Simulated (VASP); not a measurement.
The system is BP.

```xyz
2
Lattice="0.0000 2.2731 2.2731 2.2731 0.0000 2.2731 2.2731 2.2731 0.0000" Properties=species:S:1:pos:R:3 pbc="T T T"
B     0.0000    0.0000    0.0000
P     3.4097    3.4097    3.4097
```

The cell is a database's computed one.

Base run:

```yaml
Program: VASP 6.6.1
Functional: r2SCAN
Potentials_or_basis: VASP PAW PBE potentials, release 64 (B, P)
Cutoff: 450 eV
k_mesh: 14 × 14 × 14
Occupations: gaussian, width 0.02 eV
Spin: no spin polarisation
```

Its results: band gap on the k mesh 1.46 eV, indirect (least direct gap 3.63 eV); pressure -1.5 GPa.

**Question.** The run is repeated on the same cell with these changes: functional from r2SCAN to PBE; cutoff from 450 eV to 600 eV. What comes out?

**Answer.** Band gap on the k mesh 1.25 eV, indirect (least direct gap 3.39 eV); pressure 0.0 GPa.

r2SCAN gives the wider gap, since meta-GGAs in the generalised Kohn-Sham scheme recover part of the derivative discontinuity.

Caveats: the PAW data sets were made with another functional, which shifts forces and pressure a little (some runs).
